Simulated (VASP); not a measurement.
Output of a VASP run:

OSZICAR:
```
...
DAV:  13    -0.523047724098E+02    0.19855E-05   -0.80863E-08  1223   0.382E-03    0.252E-04
DAV:  14    -0.523047732819E+02   -0.87208E-06   -0.21835E-08  1220   0.125E-03
   2 F= -.52304773E+02 E0= -.52303958E+02  d E =-.230153E-02
       N       E                     dE             d eps       ncg     rms          rms(c)
DAV:   1    -0.523478278175E+02   -0.43055E-01   -0.80194E-01  2918   0.123E+01    0.146E+00
DAV:   2    -0.523165903668E+02    0.31237E-01   -0.19563E-01  2828   0.340E+00    0.542E-01
DAV:   3    -0.523093832950E+02    0.72071E-02   -0.30845E-02  2996   0.143E+00    0.337E-01
DAV:   4    -0.523063928075E+02    0.29905E-02   -0.66925E-03  3205   0.964E-01    0.118E-01
DAV:   5    -0.523058968785E+02    0.49593E-03   -0.14339E-03  2782   0.430E-01    0.330E-02
DAV:   6    -0.523059862641E+02   -0.89386E-04   -0.14935E-03  2597   0.243E-01    0.296E-02
DAV:   7    -0.523063335327E+02   -0.34727E-03   -0.22084E-04  2550   0.105E-01    0.800E-03
DAV:   8    -0.523063387079E+02   -0.51752E-05   -0.14938E-05  2625   0.267E-02    0.346E-03
DAV:   9    -0.523063411134E+02   -0.24055E-05   -0.10193E-06  1533   0.764E-03    0.169E-03
DAV:  10    -0.523063361275E+02    0.49858E-05   -0.75104E-07  1299   0.703E-03    0.638E-04
DAV:  11    -0.523063390331E+02   -0.29055E-05   -0.21150E-07  1217   0.361E-03    0.201E-04
DAV:  12    -0.523063385309E+02    0.50220E-06   -0.18414E-08  1215   0.134E-03
   3 F= -.52306339E+02 E0= -.52305724E+02  d E =-.386678E-02
       N       E                     dE             d eps       ncg     rms          rms(c)
DAV:   1    -0.523169055275E+02   -0.10566E-01   -0.28061E-01  2575   0.500E+00    0.627E-01
DAV:   2    -0.523091417466E+02    0.77638E-02   -0.12917E-02  2912   0.132E+00    0.335E-01
DAV:   3    -0.523067316717E+02    0.24101E-02   -0.59652E-03  3249   0.892E-01    0.939E-02
DAV:   4    -0.523067309407E+02    0.73095E-06   -0.14098E-03  2976   0.276E-01    0.468E-02
DAV:   5    -0.523066963423E+02    0.34598E-04   -0.12659E-04  2794   0.126E-01    0.154E-02
DAV:   6    -0.523067040498E+02   -0.77075E-05   -0.47048E-05  2578   0.481E-02    0.628E-03
DAV:   7    -0.523067115820E+02   -0.75322E-05   -0.96654E-06  2400   0.212E-02    0.253E-03
DAV:   8    -0.523067082019E+02    0.33801E-05   -0.11712E-06  1539   0.959E-03    0.122E-03
DAV:   9    -0.523067098414E+02   -0.16395E-05   -0.17190E-07  1215   0.396E-03    0.628E-04
DAV:  10    -0.523067086744E+02    0.11671E-05   -0.43136E-08  1214   0.213E-03    0.238E-04
DAV:  11    -0.523067100332E+02   -0.13588E-05   -0.45045E-08  1212   0.178E-03    0.916E-05
DAV:  12    -0.523067096675E+02    0.36570E-06   -0.76876E-09  1212   0.872E-04
   4 F= -.52306710E+02 E0= -.52305988E+02  d E =-.371137E-03
       N       E                     dE             d eps       ncg     rms          rms(c)
DAV:   1    -0.523079181530E+02   -0.12081E-02   -0.29791E-02  2583   0.164E+00    0.203E-01
DAV:   2    -0.523071016623E+02    0.81649E-03   -0.13586E-03  2938   0.442E-01    0.110E-01
DAV:   3    -0.523068120991E+02    0.28956E-03   -0.64317E-04  3241   0.304E-01    0.286E-02
DAV:   4    -0.523068275368E+02   -0.15438E-04   -0.14642E-04  2894   0.912E-02    0.151E-02
DAV:   5    -0.523068241616E+02    0.33753E-05   -0.14128E-05  2747   0.430E-02    0.504E-03
DAV:   6    -0.523068266194E+02   -0.24578E-05   -0.47316E-06  2185   0.166E-02    0.199E-03
DAV:   7    -0.523068265900E+02    0.29437E-07   -0.10412E-06  1227   0.771E-03
   5 F= -.52306827E+02 E0= -.52306137E+02  d E =-.488059E-03
```

OUTCAR:
```
------------------------ aborting loop because EDIFF is reached ----------------------------------------
  FORCE on cell =-STRESS in cart. coord.  units (eV):
  Direction    XX          YY          ZZ          XY          YZ          ZX
  --------------------------------------------------------------------------------------
  Total        0.0114170      0.0114170      0.0090603      0.0000000      0.0000000      0.0000000
  in kB        0.3845095      0.3845095      0.3051409      0.0000000      0.0000000      0.0000000
  external PRESSURE =       0.3580533 kB  Pullay stress =       0.0000000 kB
  volume of cell :       47.57
      direct lattice vectors                 reciprocal lattice vectors
     4.571690084 -0.000000032  0.000000000     0.218737488  0.126288125 -0.000000000
    -2.285844560  3.959199628  0.000000000     0.000000002  0.252576303 -0.000000000
    -0.000000000  0.000000000  2.628273848    -0.000000000 -0.000000000  0.380477856
 POSITION                                       TOTAL-FORCE (eV/Angst)
 -----------------------------------------------------------------------------------
      0.00000      0.00000      0.00000        -0.000000     -0.000000      0.000000
     -0.00000      2.63947      1.31414        -0.000000      0.000000     -0.000000
      2.28585      1.31973      1.31414         0.000000     -0.000000      0.000000
 -----------------------------------------------------------------------------------
    total drift:                                0.000000      0.000000      0.000000
  FREE ENERGIE OF THE ION-ELECTRON SYSTEM (eV)
  ---------------------------------------------------
  free  energy   TOTEN  =       -52.3068265900 eV

  energy  without entropy=      -52.3047577743  energy(sigma->0) =      -52.30613698

 reached required accuracy - stopping structural energy minimisation
```
(Selected blocks of OUTCAR.)

### POSCAR
```
Ge2Mo
1
    4.5394141556    -0.0000000356    -0.0000000000
   -2.2697066022     3.9312478590    -0.0000000000
   -0.0000000000    -0.0000000000     2.6338515709
Mo Ge
1 2
Direct
  0.0000000000   0.0000000000   0.0000000000
  0.3333330000   0.6666670000   0.5000000000
  0.6666670000   0.3333330000   0.5000000000
```

Task: Reconstruct the remaining input files.

Result: This is not unique; one that fits is the input of the run itself, r2SCAN meta-GGA, plane waves, VASP's PBE PAW potentials (set 64).

### KPOINTS
```
Automatic mesh
0
Gamma
7 7 10
0 0 0
```

### INCAR
```
# general
SYSTEM   =  Ge2Mo
PREC     =  Accurate
ENCUT    =  400
LREAL    =  .False.
LASPH    =  .True.

# electronic loop
EDIFF    =  1E-6
NELM     =  100   # most electronic steps
ALGO     =  Normal   # blocked Davidson
LMAXMIX  =  4   # l cut-off of mixed one-centre charges
LMIXTAU  =  .True.

# smearing
ISMEAR   =  1   # Methfessel-Paxton
SIGMA    =  0.1

# functional
METAGGA  =  R2SCAN

# ions
IBRION   =  2   # conjugate gradients
NSW      =  60   # most ionic steps
ISIF     =  3   # ions, shape and volume
EDIFFG   =  -0.02

# output
LWAVE    =  .False.
LCHARG   =  .False.
```

POTCAR, in this order: Mo_sv Ge_d (PBE.64 set). Program: vasp_std.

The structure was generated: Ge2Mo was put into the AlB2 type (P6/mmm), which need not be its known phase. This run relaxes it. Symmetry was kept, so distortions that lower it aren't found. The start is the result of an earlier pass.
